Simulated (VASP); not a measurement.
CdSb2O4: relaxation of cell and atoms with PBE

CdSb2O4:

```
CELL_PARAMETERS angstrom
0.00000 4.85000 4.85000
4.85000 0.00000 4.85000
4.85000 4.85000 0.00000
ATOMIC_POSITIONS crystal
Cd 0.25000 0.25000 0.25000
Cd 0.00000 0.00000 0.00000
Sb 0.12500 0.62500 0.62500
Sb 0.62500 0.62500 0.12500
Sb 0.62500 0.12500 0.62500
Sb 0.62500 0.62500 0.62500
O 0.39000 0.39000 0.39000
O 0.39000 0.83000 0.39000
O 0.83000 0.39000 0.39000
O 0.39000 0.39000 0.83000
O 0.42000 0.86000 0.86000
O 0.86000 0.42000 0.86000
O 0.86000 0.86000 0.86000
O 0.86000 0.86000 0.42000
```

The cell was built by a generator and needn't be a form met in nature.

```yaml
Program: VASP 6.6.1
Task: relaxation of cell and atoms
Functional: PBE
Potentials_or_basis: VASP PAW PBE potentials, release 64 (Cd, Sb, O)
Cutoff: 520 eV
k_mesh: 3 × 3 × 3
Occupations: gaussian, width 0.15 eV
Spin: no spin polarisation
Further_INCAR_settings: PREC = Normal; LREAL = Auto; ALGO = Fast; EDIFF = 0.0001; IBRION = 2; EDIFFG = -0.08; NSW = 24; ISIF = 3
```

```
Relaxed volume                         : 16.45 Å³/atom
Relaxed cell                           : a = 6.880 Å, b = 6.880 Å, c = 6.880 Å, α = 60.00°, β = 60.00°, γ = 60.00°
Space group after relaxing (to 0.05 Å) : Fd-3m (No. 227)
Energy gained by relaxing              : 45.0 meV/atom
Ionic steps                            : 7
Pressure after relaxing                : -0.2 GPa
Largest force after relaxing           : 0.068 eV/Å
Band gap on the k mesh                 : 0.79 eV, indirect (least direct gap 1.09 eV)
```

Forces on the atoms (eV/Å):
```
Cd   0.000  0.000  0.000
Cd   0.000  0.000  0.000
Sb   0.000  0.000  0.000
Sb   0.000  0.000  0.000
Sb   0.000  0.000  0.000
Sb   0.000  0.000  0.000
O   -0.040 -0.040 -0.040
O    0.040 -0.040  0.040
O   -0.040  0.040  0.040
O    0.040  0.040 -0.040
O    0.040 -0.040 -0.040
O   -0.040  0.040 -0.040
O    0.040  0.040  0.040
O   -0.040 -0.040  0.040
```

Step by step:
```
step  energy change (eV)  largest force (eV/Å)  pressure (GPa)  volume (Å³)
   1              0.0000                1.3622            4.69       228.17
   2             -0.3826                0.2462           -4.84       244.28
   3             -0.4297                0.5372           -3.27       240.09
   4             -0.6171                0.0492           -1.24       234.15
   5             -0.6261                0.1041           -0.82       232.42
   6             -0.6263                0.0783           -0.80       232.64
   7             -0.6304                0.0685           -0.16       230.31
```

Final structure:
```
Cd Sb O
1.0
     0.00000    4.86514    4.86514
     4.86514    0.00000    4.86514
     4.86514    4.86514    0.00000
Cd Sb O
2 4 8
Direct
  0.25000 0.25000 0.25000
  0.00000 0.00000 0.00000
  0.12500 0.62500 0.62500
  0.62500 0.62500 0.12500
  0.62500 0.12500 0.62500
  0.62500 0.62500 0.62500
  0.38407 0.38407 0.38407
  0.38407 0.84780 0.38407
  0.84780 0.38407 0.38407
  0.38407 0.38407 0.84780
  0.40220 0.86593 0.86593
  0.86593 0.40220 0.86593
  0.86593 0.86593 0.86593
  0.86593 0.86593 0.40220
```

Levels at points of the mesh, in eV from the valence-band top:
| k point | band 43 | band 44 | band 45 | band 46 | band 47 | band 48 | band 49 | band 50 |
| --- | --- | --- | --- | --- | --- | --- | --- | --- |
| (0.00, 0.00, 0.00) | -2.55 | -0.72 | -0.72 | -0.72 | 0.95 | 1.24 | 1.24 | 1.24 |

Wall time 94 s on 4 MPI ranks on Intel(R) Xeon(R) Platinum 8259CL CPU @ 2.50GHz (Skylake/Cascade Lake), on a shared host, peak memory 0.16 GiB a rank.

Caveat: spin-orbit coupling is left out, which moves the levels of the heavy elements; an odd mesh through Γ misses points on the zone boundary, where band edges often lie; the relaxation stopped at a loose force limit of 0.08 eV/Å, so its end isn't a converged minimum.
